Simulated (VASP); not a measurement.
These are PBEsol GGA, VASP's PBE PAW potentials (set 64) (plane waves; VASP) values and carry that method's errors.

Input for VASP

File KPOINTS:
```
Automatic mesh
0
Gamma
4 4 4
0 0 0
```

POSCAR:
```
Be4SSe3
1.0
  5.0621225610   0.0000000000   0.0000000000
  0.0000000000   5.0621225610   0.0000000000
  0.0000000000   0.0000000000   5.0621225610
Be Se S
4 3 1
Direct
  0.0071285096   0.9928714904   0.9928714904
  0.4928714904   0.5071285096   0.9928714904
  0.4928714904   0.9928714904   0.5071285096
  0.0071285096   0.5071285096   0.5071285096
  0.2500000000   0.2500000000   0.2500000000
  0.7500000000   0.7500000000   0.2500000000
  0.7500000000   0.2500000000   0.7500000000
  0.2500000000   0.7500000000   0.7500000000
```

INCAR:
```
! general
SYSTEM  = Be4SSe3
PREC    = Accurate
ENCUT   = 400
LREAL   = .FALSE.
LASPH   = .TRUE.

! electronic loop
EDIFF   = 1E-6
NELM    = 100
ALGO    = Normal
LMAXMIX = 4

! smearing
ISMEAR  = 0
SIGMA   = 0.05

! functional
GGA     = PS

! ions
IBRION  = 2
NSW     = 60
ISIF    = 3
EDIFFG  = -0.02

! output
LWAVE   = .FALSE.
LCHARG  = .FALSE.
```

POTCAR, in this order: Be Se S (PBE.64 set). Program: vasp_std.

The run wrote:

OSZICAR:
```
       N       E                     dE             d eps       ncg     rms          rms(c)
DAV:   1     0.124100612544E+03    0.12410E+03   -0.11537E+04   420   0.106E+03
DAV:   2    -0.295027010919E+02   -0.15360E+03   -0.14742E+03   592   0.198E+02
DAV:   3    -0.392573490171E+02   -0.97546E+01   -0.97000E+01   544   0.569E+01
DAV:   4    -0.394280308921E+02   -0.17068E+00   -0.17046E+00   545   0.857E+00
DAV:   5    -0.394303231878E+02   -0.22923E-02   -0.22917E-02   534   0.962E-01    0.787E+00
DAV:   6    -0.389911839513E+02    0.43914E+00   -0.28800E-01   510   0.260E+00    0.492E+00
DAV:   7    -0.388213220938E+02    0.16986E+00   -0.43170E-01   485   0.325E+00    0.744E-01
DAV:   8    -0.388213698394E+02   -0.47746E-04   -0.18308E-02   523   0.788E-01    0.214E-01
DAV:   9    -0.388216603928E+02   -0.29055E-03   -0.25912E-03   495   0.284E-01    0.757E-02
DAV:  10    -0.388216522834E+02    0.81094E-05   -0.55335E-05   558   0.529E-02    0.501E-02
DAV:  11    -0.388217063452E+02   -0.54062E-04   -0.19669E-04   551   0.766E-02    0.202E-02
DAV:  12    -0.388217022532E+02    0.40920E-05   -0.37006E-05   545   0.374E-02    0.110E-02
DAV:  13    -0.388217039897E+02   -0.17365E-05   -0.10654E-05   503   0.167E-02    0.307E-03
DAV:  14    -0.388217042242E+02   -0.23456E-06   -0.24804E-06   412   0.105E-02
   1 F= -.38821704E+02 E0= -.38821704E+02  d E =-.388217E+02
```

### OUTCAR
```
------------------------ aborting loop because EDIFF is reached ----------------------------------------
  FORCE on cell =-STRESS in cart. coord.  units (eV):
  Direction    XX          YY          ZZ          XY          YZ          ZX
  --------------------------------------------------------------------------------------
  Total       -0.0404473     -0.0404473     -0.0404473      0.0000000     -0.0000000     -0.0000000
  in kB       -0.4995773     -0.4995773     -0.4995773      0.0000000     -0.0000000     -0.0000000
  external PRESSURE =      -0.4995773 kB  Pullay stress =       0.0000000 kB
  volume of cell :      129.72
      direct lattice vectors                 reciprocal lattice vectors
     5.062122561  0.000000000  0.000000000     0.197545592  0.000000000  0.000000000
     0.000000000  5.062122561  0.000000000     0.000000000  0.197545592  0.000000000
     0.000000000  0.000000000  5.062122561     0.000000000  0.000000000  0.197545592
 POSITION                                       TOTAL-FORCE (eV/Angst)
 -----------------------------------------------------------------------------------
      0.03609      5.02604      5.02604         0.001019     -0.001019     -0.001019
      2.49498      2.56715      5.02604        -0.001019      0.001019     -0.001019
      2.49498      5.02604      2.56715        -0.001019     -0.001019      0.001019
      0.03609      2.56715      2.56715         0.001019      0.001019      0.001019
      1.26553      1.26553      1.26553        -0.000000     -0.000000     -0.000000
      3.79659      3.79659      1.26553        -0.000000      0.000000     -0.000000
      3.79659      1.26553      3.79659        -0.000000     -0.000000     -0.000000
      1.26553      3.79659      3.79659        -0.000000      0.000000     -0.000000
 -----------------------------------------------------------------------------------
    total drift:                               -0.000000     -0.000000     -0.000000
  FREE ENERGIE OF THE ION-ELECTRON SYSTEM (eV)
  ---------------------------------------------------
  free  energy   TOTEN  =       -38.8217042242 eV

  energy  without entropy=      -38.8217042242  energy(sigma->0) =      -38.82170422

 reached required accuracy - stopping structural energy minimisation
```
(Selected blocks of OUTCAR.)

**OUTCAR**
```
 val. band max:        3.5756333122   @ k =   0.0000   0.0000   0.0000

 cond. band min:       5.9606721834   @ k =   0.0000   0.0000   0.0000


 Fermi energy:         3.8303936141

 k-point     1 :       0.0000    0.0000    0.0000
  band No.  band energies     occupation
      1     -10.3054      2.00000
      2      -8.4773      2.00000
      3      -8.3338      2.00000
      4      -8.3338      2.00000
      5      -1.6123      2.00000
      6      -1.6123      2.00000
      7      -1.6123      2.00000
      8       0.6799      2.00000
      9       0.6799      2.00000
     10       0.6799      2.00000
     11       0.9589      2.00000
     12       0.9589      2.00000
     13       0.9589      2.00000
     14       3.5756      2.00000
     15       3.5756      2.00000
     16       3.5756      2.00000
     17       5.9607      0.00000
     18       5.9607      0.00000
     19       6.3385      0.00000
     20       7.7951      0.00000
     21       7.7951      0.00000

 k-point     2 :       0.2500    0.0000    0.0000
  band No.  band energies     occupation
      1     -10.0899      2.00000
      2      -8.7698      2.00000
      3      -8.4022      2.00000
      4      -8.3115      2.00000
      5      -1.3787      2.00000
      6      -1.3787      2.00000
      7      -0.9709      2.00000
      8       0.3045      2.00000
      9       0.3045      2.00000
     10       0.3568      2.00000
     11       0.5377      2.00000
     12       1.1018      2.00000
     13       1.1018      2.00000
     14       2.4698      2.00000
     15       2.9609      2.00000
     16       2.9609      2.00000
     17       6.4669      0.00000
     18       7.2547      0.00000
     19       7.3822      0.00000
     20       8.0148      0.00000
     21       8.3328      0.00000

 k-point     3 :       0.5000    0.0000    0.0000
  band No.  band energies     occupation
      1      -9.5081      2.00000
      2      -9.4939      2.00000
      3      -8.3899      2.00000
...
```

The structure was generated: Be4SSe3 was put into an ordered model structure (P-43m), which need not be its known phase. It was relaxed first. The start is the result of an earlier pass.
